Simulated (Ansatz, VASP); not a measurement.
# Cross-check of LuBRh3 between VASP and Ansatz

Aim: how closely do two programs agree when they are given the same cell, functional and k mesh? The cell is taken from a series of runs on this material, whose earlier steps may have relaxed, scaled, displaced or heated it; both programs get it as it stands.

Calculated with Ansatz 0.2.0; plane waves, with VASP 6.6.1 beside it; relaxation of cell and atoms at PBEsol.

## Step 1: Set-up

The structure is cubic, space group Pm-3m (No. 221). Conventional cell: a = 4.121 Å, b = 4.121 Å, c = 4.121 Å, α = 90.00°, β = 90.00°, γ = 90.00°. Nearest to Lu lie 12 Rh at 2.91 Å and 8 B at 3.57 Å. B has 6 Rh at 2.06 Å and 8 Lu at 3.57 Å nearest. Nearest to Rh lie 2 B at 2.06 Å and 8 Rh at 2.91 Å and 4 Lu at 2.91 Å. Farther neighbours are not listed.

Structure file:

```xyz
5
Lattice="4.1211 0.0000 0.0000 0.0000 4.1211 0.0000 0.0000 0.0000 4.1211" Properties=species:S:1:pos:R:3 pbc="T T T"
Lu    0.0000    0.0000    0.0000
B     2.0606    2.0606    2.0606
Rh    0.0000    2.0606    2.0606
Rh    2.0606    0.0000    2.0606
Rh    2.0606    2.0606    0.0000
```

## Step 2: VASP: relaxation of cell and atoms, PBEsol

The relaxed volume is the usual yardstick between codes: in a stiff, nearly cubic crystal its relative difference is about their pressure difference at one cell divided by the bulk modulus.

Lines of VASP's logs that name or quote its potential files are left out, and so is its time.

INCAR reads:

```
SYSTEM = LuBRh3
PREC = Accurate
ENCUT = 500
EDIFF = 1E-07
NELM = 120
ISMEAR = 1
SIGMA = 0.2
LREAL = .FALSE.
ALGO = Normal
GGA = PS
NBANDS = 35
LASPH = .TRUE.
LORBIT = 11
LWAVE = .FALSE.
LCHARG = .FALSE.
ISIF = 3
IBRION = 2
NSW = 80
EDIFFG = -0.005
GGA_COMPAT = .FALSE.
NELMIN = 4
KPAR = 2
```

POSCAR reads:

```
LuBRh3
1.0
    4.1211100000      0.0000000000      0.0000000000
    0.0000000000      4.1211100000      0.0000000000
    0.0000000000      0.0000000000      4.1211100000
Lu B Rh
1 1 3
Direct
    0.0000000000      0.0000000000      0.0000000000
    0.5000000000      0.5000000000      0.5000000000
    0.0000000000      0.5000000000      0.5000000000
    0.5000000000      0.0000000000      0.5000000000
    0.5000000000      0.5000000000      0.0000000000
```

KPOINTS reads:

```
Automatic mesh
0
Gamma
12 12 12
0 0 0
```

Potentials, in the order of the species: Lu_3, B and Rh_pv (PBE family, release 64).

On the command line:

```bash
mpirun -np 2 vasp_std
```

Numbers of over 12 decimals in the logs are rounded to 6 here.

Output:

```text
[banner, memory and clock lines left out]
running    2 mpi-ranks, on    1 nodes
 distrk:  each k-point on    1 cores,    2 groups
 distr:  one band on    1 cores,    1 groups

 POSCAR found type information on POSCAR LuB Rh
 POSCAR found :  3 types and       5 ions
|                                                                             |
|               ----> ADVICE to this user running VASP <----                  |
|                                                                             |
|     You enforced a specific xc type in the INCAR file but a different       |
|     [... a line on the potential file left out ...]
|     I HOPE YOU KNOW WHAT YOU ARE DOING!                                     |
|                                                                             |

 LDA part: xc-table for (Slater+PW92), standard interpolation
 POSCAR, INCAR and KPOINTS ok, starting setup
 FFT: planning ... GRIDC
 FFT: planning ... GRID_SOFT
 FFT: planning ... GRID
 WAVECAR not read
 entering main loop
       N       E                     dE             d eps       ncg     rms          rms(c)
DAV:   1     0.546864779000E+03    0.54686E+03   -0.32287E+04  9410   0.191E+03
DAV:   2    -0.171553142029E+02   -0.56402E+03   -0.55314E+03  9088   0.744E+02
DAV:   3    -0.432081643139E+02   -0.26053E+02   -0.25092E+02  9808   0.144E+02
DAV:   4    -0.438074374241E+02   -0.59927E+00   -0.59317E+00  9636   0.172E+01
DAV:   5    -0.438147622632E+02   -0.73248E-02   -0.72544E-02  8850   0.147E+00    0.398E+01
DAV:   6    -0.409738244624E+02    0.28409E+01   -0.23992E+01  8016   0.322E+01    0.119E+01
DAV:   7    -0.406020279956E+02    0.37180E+00   -0.47129E+00  9312   0.173E+01    0.119E+01
DAV:   8    -0.405158162786E+02    0.86212E-01   -0.29452E-01  8885   0.374E+00    0.295E+00
DAV:   9    -0.405153889305E+02    0.42735E-03   -0.17210E-02  9158   0.764E-01    0.361E-01
DAV:  10    -0.405147616070E+02    0.62732E-03   -0.31862E-03  9069   0.466E-01    0.148E-01
DAV:  11    -0.405147275376E+02    0.34069E-04   -0.25260E-04  9056   0.125E-01    0.146E-02
DAV:  12    -0.405147264210E+02    0.11166E-05   -0.13002E-05  9547   0.317E-02    0.655E-03
DAV:  13    -0.405147259599E+02    0.46107E-06   -0.12233E-06  7483   0.539E-03    0.253E-03
DAV:  14    -0.405147259157E+02    0.44147E-07   -0.50195E-08  3950   0.347E-03
   1 F= -.40514726E+02 E0= -.40512483E+02  d E =-.405147E+02
 curvature:   0.00 expect dE= 0.000E+00 dE for cont linesearch  0.000E+00
 trial: gam= 0.00000 g(F)=  0.000E+00 g(S)=  0.712E-02 ort = 0.000E+00 (trialstep = 0.100E+01)
 search vector abs. value=  0.712E-02
 bond charge predicted
       N       E                     dE             d eps       ncg     rms          rms(c)
DAV:   1    -0.407879975840E+02   -0.27327E+00   -0.42444E+00  8592   0.196E+01    0.517E+00
DAV:   2    -0.405671504804E+02    0.22085E+00   -0.23986E+00  8861   0.113E+01    0.234E+00
DAV:   3    -0.405153963068E+02    0.51754E-01   -0.21318E-01  9280   0.397E+00    0.515E-01
DAV:   4    -0.405124352250E+02    0.29611E-02   -0.21097E-02  9242   0.153E+00    0.269E-01
DAV:   5    -0.405123681196E+02    0.67105E-04   -0.52334E-04  9102   0.204E-01    0.172E-01
DAV:   6    -0.405124109079E+02   -0.42788E-04   -0.14368E-04  7710   0.723E-02    0.150E-02
DAV:   7    -0.405124097295E+02    0.11784E-05   -0.10348E-05  9181   0.216E-02    0.176E-02
DAV:   8    -0.405124086091E+02    0.11204E-05   -0.11889E-06  7964   0.106E-02    0.691E-03
DAV:   9    -0.405124082052E+02    0.40389E-06   -0.51912E-08  3686   0.356E-03    0.184E-03
DAV:  10    -0.405124080267E+02    0.17849E-06   -0.49874E-08  3548   0.224E-03    0.554E-04
DAV:  11    -0.405124080292E+02   -0.25102E-08   -0.13809E-08  3513   0.303E-03
   2 F= -.40512408E+02 E0= -.40510335E+02  d E =0.231789E-02
 trial-energy change:    0.002318  1 .order    0.002400   -0.007122    0.011921
 step:   0.3801(harm=  0.3740)  dis= 0.00000  next Energy=   -40.516084 (dE=-0.136E-02)
 bond charge predicted
       N       E                     dE             d eps       ncg     rms          rms(c)
DAV:   1    -0.406223060083E+02   -0.10990E+00   -0.16398E+00  8571   0.123E+01    0.305E+00
DAV:   2    -0.405382359151E+02    0.84070E-01   -0.93388E-01  8997   0.695E+00    0.143E+00
DAV:   3    -0.405171454942E+02    0.21090E-01   -0.86628E-02  9336   0.264E+00    0.295E-01
DAV:   4    -0.405161035145E+02    0.10420E-02   -0.71746E-03  9642   0.845E-01    0.136E-01
DAV:   5    -0.405160909833E+02    0.12531E-04   -0.13068E-04  8078   0.737E-02    0.921E-02
DAV:   6    -0.405160939237E+02   -0.29405E-05   -0.62962E-05  9016   0.478E-02    0.948E-03
DAV:   7    -0.405160928211E+02    0.11026E-05   -0.50870E-06  8470   0.170E-02    0.662E-03
DAV:   8    -0.405160930098E+02   -0.18866E-06   -0.16018E-07  4725   0.524E-03    0.347E-03
DAV:   9    -0.405160933460E+02   -0.33616E-06   -0.98196E-08  3839   0.421E-03    0.749E-04
DAV:  10    -0.405160933046E+02    0.41381E-07   -0.27254E-08  3423   0.323E-03
   3 F= -.40516093E+02 E0= -.40513915E+02  d E =-.136739E-02
 curvature:  -0.19 expect dE=-0.759E-09 dE for cont linesearch -0.759E-09
 trial: gam=-0.00075 g(F)=  0.108E-63 g(S)=  0.406E-08 ort = 0.538E-05 (trialstep = 0.876E+00)
 search vector abs. value=  0.100E-09
 reached required accuracy - stopping structural energy minimisation
```

OUTCAR, selected parts (step 2):

```text
ion  position               nearest neighbor table
   1  0.000  0.000  0.000-   3 2.91   4 2.91   5 2.91   3 2.91   4 2.91   3 2.91   5 2.91   3 2.91
                             4 2.91   5 2.91   4 2.91   5 2.91
   2  0.500  0.500  0.500-   3 2.06   4 2.06   5 2.06   5 2.06   4 2.06   3 2.06
   3  0.000  0.500  0.500-   2 2.06   2 2.06   4 2.91   5 2.91   1 2.91   5 2.91   1 2.91   4 2.91
                             1 2.91   1 2.91   4 2.91   5 2.91   5 2.91   4 2.91
   4  0.500  0.000  0.500-   2 2.06   2 2.06   3 2.91   5 2.91   1 2.91   5 2.91   1 2.91   3 2.91
                             5 2.91   5 2.91   1 2.91   3 2.91   1 2.91   3 2.91
   5  0.500  0.500  0.000-   2 2.06   2 2.06   3 2.91   4 2.91   1 2.91   3 2.91   4 2.91   1 2.91
                             4 2.91   4 2.91   1 2.91   3 2.91   3 2.91   1 2.91

  LATTYP: Found a simple cubic cell.
 ALAT       =     4.1211100000

 Subroutine GETGRP returns: Found 48 space group operations
 (whereof 48 operations were pure point group operations)

The static configuration has the point symmetry O_h .

 Found     84 irreducible k-points:

   k-points           NKPTS =     84   k-points in BZ     NKDIM =     84   number of bands    NBANDS=     35

   dimension x,y,z NGX =    30 NGY =   30 NGZ =   30
   dimension x,y,z NGXF=    60 NGYF=   60 NGZF=   60

   ENCUT  =  500.0 eV  36.75 Ry    6.06 a.u.   7.51  7.51  7.51*2*pi/ulx,y,z

   NELECT =      57.0000    total number of electrons

 k-points in reciprocal lattice and weights: Automatic mesh
   0.00000000  0.00000000  0.00000000       0.001
   0.08333333  0.00000000  0.00000000       0.003
   0.16666667  0.00000000  0.00000000       0.003
   0.25000000  0.00000000  0.00000000       0.003
   0.33333333  0.00000000  0.00000000       0.003
   0.41666667  0.00000000  0.00000000       0.003
   0.50000000  0.00000000  0.00000000       0.002
   0.08333333  0.08333333  0.00000000       0.007
   0.16666667  0.08333333  0.00000000       0.014
[...]
0.50000000  0.50000000  0.41666667       0.003
   0.50000000  0.50000000  0.50000000       0.001

 average (electrostatic) potential at core
       1 -25.5861       2 -24.0454       3 -73.4587       4 -73.4587       5 -73.4587

 E-fermi :   8.4652

 k-point     1 :       0.0000    0.0000    0.0000
  band No.  band energies     occupation
    ...
     23       7.1461      2.00000
     24       7.1461      2.00000
     25       7.7095      2.00000
     26       7.7095      2.00000
     27       7.7095      2.00000
     28       8.7916     -0.04321
     29       8.7916     -0.04321
     30       8.7916     -0.04321
     31       8.7975     -0.04053
     32      12.6392      0.00000
    ...

 k-point     2 :       0.0833    0.0000    0.0000
  band No.  band energies     occupation
    ...
     23       6.6295      2.00000
     24       7.1498      2.00000
     25       7.4737      2.00000
     26       7.4737      2.00000
     27       7.9733      2.00277
     28       8.7442     -0.06391
     29       8.7917     -0.04315
     30       9.0514     -0.00027
     31       9.0514     -0.00027
     32      12.6074      0.00000
    ...

 k-point     3 :       0.1667    0.0000    0.0000
  band No.  band energies     occupation
    ...
     23       6.5911      2.00000
     24       7.1180      2.00000
     25       7.1180      2.00000
     26       7.1585      2.00000
     27       8.0505      2.01251
     28       8.5870      0.15204
     29       8.7921     -0.04297
     30       9.5255     -0.00000
     31       9.5255     -0.00000
     32      12.5166      0.00000
    ...

  Total       -0.0003745     -0.0003745     -0.0003745      0.0000000     -0.0000000      0.0000000
  in kB       -0.0086193     -0.0086193     -0.0086193      0.0000000     -0.0000000      0.0000000
  external PRESSURE =      -0.0086193 kB  Pullay stress =       0.0000000 kB

  energy-cutoff  :      500.00
  volume of cell :       69.61
      direct lattice vectors                 reciprocal lattice vectors
     4.113614174  0.000000000  0.000000000     0.243095234  0.000000000  0.000000000
    -0.000000000  4.113614174  0.000000000    -0.000000000  0.243095234  0.000000000
    -0.000000000 -0.000000000  4.113614174    -0.000000000 -0.000000000  0.243095234

 POSITION                                       TOTAL-FORCE (eV/Angst)
 -----------------------------------------------------------------------------------
      0.00000      0.00000      0.00000         0.000000      0.000000      0.000000
      2.05681      2.05681      2.05681         0.000000      0.000000      0.000000
     -0.00000      2.05681      2.05681        -0.000000     -0.000000      0.000000
      2.05681     -0.00000      2.05681         0.000000     -0.000000      0.000000
      2.05681      2.05681      0.00000         0.000000     -0.000000      0.000000
 -----------------------------------------------------------------------------------
    total drift:                                0.000000      0.000000     -0.000000

  FREE ENERGIE OF THE ION-ELECTRON SYSTEM (eV)
  ---------------------------------------------------
  free  energy   TOTEN  =       -40.5160933046 eV

  energy  without entropy=      -40.5095596084  energy(sigma->0) =      -40.51391541

 reached required accuracy - stopping structural energy minimisation

 total charge
# of ion       s       p       d       tot
------------------------------------------
    1        0.483   6.686   1.083   8.252
    2        0.763   1.192   0.000   1.955
    3        0.388   6.307   7.266  13.961
    4        0.388   6.307   7.266  13.961
    5        0.388   6.307   7.266  13.961
--------------------------------------------------
tot          2.410  26.799  22.881  52.090

[... 3 further parts left out ...]
```

CONTCAR:

```
LuBRh3
   1.00000000000000
     4.1136141737063348    0.0000000000000000    0.0000000000000000
    -0.0000000000000000    4.1136141737063348    0.0000000000000000
    -0.0000000000000000   -0.0000000000000000    4.1136141737063348
  Lu              B               Rh
     1     1     3
Direct
     0.0000000000000000    0.0000000000000000    0.0000000000000000
     0.5000000000000000    0.5000000000000000    0.5000000000000000
     0.0000000000000000    0.5000000000000000    0.5000000000000000
     0.5000000000000000    0.0000000000000000    0.5000000000000000
     0.5000000000000000    0.5000000000000000    0.0000000000000000
```

The data set Lu_3 holds the 4f electrons frozen in the core, so no f bands or f moments appear. The run keeps the 48 symmetry operations of its start, so it cannot find a distortion of lower symmetry.

(Continued in part 2 of 2.)

[Lines on the potential files, build, host, timing and source positions are cut from VASP's logs without a mark.]

[Logs are printed without paths, hosts, clocks, repeated set-up lines and the standing remarks that a program may print on its own settings, such as how far it seeks lower states.]

[Hosts, paths, dates, database ids (printed as entryN), source tags and the programs' standing remarks are cut or masked in the printed files.]
